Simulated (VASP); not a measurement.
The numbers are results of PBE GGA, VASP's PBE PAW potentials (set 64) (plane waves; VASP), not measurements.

The input files of a VASP run:

### INCAR
```
ALGO=Fast
EDIFF=1E-5
EDIFFG=-0.03
ENCUT=450
GGA=PE
IBRION=2
ISIF=2
ISMEAR=0
LASPH=.TRUE.
LCHARG=.FALSE.
LMAXMIX=4
LREAL=.FALSE.
LWAVE=.FALSE.
NELM=100
NELMIN=4
NSW=20
PREC=Normal
SIGMA=0.05
SYSTEM=CdF2
```

KPOINTS:
```
Automatic mesh
0
Gamma
9 9 9
0 0 0
```

**POSCAR**
```
CdF2
1.0
  0.0000000000   2.7443879670   2.7443879670
  2.7443879670   0.0000000000   2.7443879670
  2.7443879670   2.7443879670   0.0000000000
Cd F
1 2
Cartesian
  0.0000000000   0.0000000000   0.0000000000
  1.3721939835   1.3721939835   1.3721939835
  4.1165819505   4.1165819505   4.1165819505
```

POTCAR, in this order: Cd F (PBE.64 set). Program: vasp_std.

Output

### OSZICAR
```
       N       E                     dE             d eps       ncg     rms          rms(c)
DAV:   1     0.186381791765E+03    0.18638E+03   -0.14628E+04  1223   0.138E+03
DAV:   2    -0.502671967168E+01   -0.19141E+03   -0.18601E+03  1353   0.365E+02
DAV:   3    -0.126548367549E+02   -0.76281E+01   -0.76133E+01  1266   0.821E+01
DAV:   4    -0.126891459809E+02   -0.34309E-01   -0.34305E-01  1403   0.557E+00
DAV:   5    -0.126892596259E+02   -0.11364E-03   -0.11364E-03  1268   0.275E-01    0.971E+00
RMM:   6    -0.109604567516E+02    0.17288E+01   -0.52209E+00  1190   0.164E+01    0.756E+00
RMM:   7    -0.109343145699E+02    0.26142E-01   -0.19810E-01  1190   0.405E+00    0.360E+00
RMM:   8    -0.109153555756E+02    0.18959E-01   -0.49093E-02  1190   0.250E+00    0.902E-01
RMM:   9    -0.109154535550E+02   -0.97979E-04   -0.60133E-03  1190   0.874E-01    0.149E-01
RMM:  10    -0.109160535746E+02   -0.60002E-03   -0.33291E-03  1190   0.423E-01    0.146E-01
RMM:  11    -0.109157986952E+02    0.25488E-03   -0.59522E-04  1142   0.190E-01    0.187E-02
RMM:  12    -0.109158051725E+02   -0.64773E-05   -0.97911E-05  1016   0.864E-02
   1 F= -.10915805E+02 E0= -.10915805E+02  d E =-.109158E+02
```

**OUTCAR**
```
------------------------ aborting loop because EDIFF is reached ----------------------------------------
  FORCE on cell =-STRESS in cart. coord.  units (eV):
  Direction    XX          YY          ZZ          XY          YZ          ZX
  --------------------------------------------------------------------------------------
  Total       -0.5293973     -0.5293973     -0.5293973      0.0000000     -0.0000000      0.0000000
  in kB      -20.5175650    -20.5175650    -20.5175650      0.0000000     -0.0000000      0.0000000
  external PRESSURE =     -20.5175650 kB  Pullay stress =       0.0000000 kB
  volume of cell :       41.34
      direct lattice vectors                 reciprocal lattice vectors
     0.000000000  2.744387967  2.744387967    -0.182189984  0.182189984  0.182189984
     2.744387967  0.000000000  2.744387967     0.182189984 -0.182189984  0.182189984
     2.744387967  2.744387967  0.000000000     0.182189984  0.182189984 -0.182189984
 POSITION                                       TOTAL-FORCE (eV/Angst)
 -----------------------------------------------------------------------------------
      0.00000      0.00000      0.00000        -0.000000      0.000000      0.000000
      1.37219      1.37219      1.37219         0.000000     -0.000000      0.000000
      4.11658      4.11658      4.11658        -0.000000      0.000000     -0.000000
 -----------------------------------------------------------------------------------
    total drift:                                0.000000     -0.000000      0.000000
  FREE ENERGIE OF THE ION-ELECTRON SYSTEM (eV)
  ---------------------------------------------------
  free  energy   TOTEN  =       -10.9158051725 eV

  energy  without entropy=      -10.9158051725  energy(sigma->0) =      -10.91580517

 reached required accuracy - stopping structural energy minimisation
```
(Selected blocks of OUTCAR.)

At this cut-off the stress carries a Pulay error, which pulls relaxed volumes low.

The compound is CdF2 in the fluorite structure. It was relaxed first, which changed the volume by +6 %.
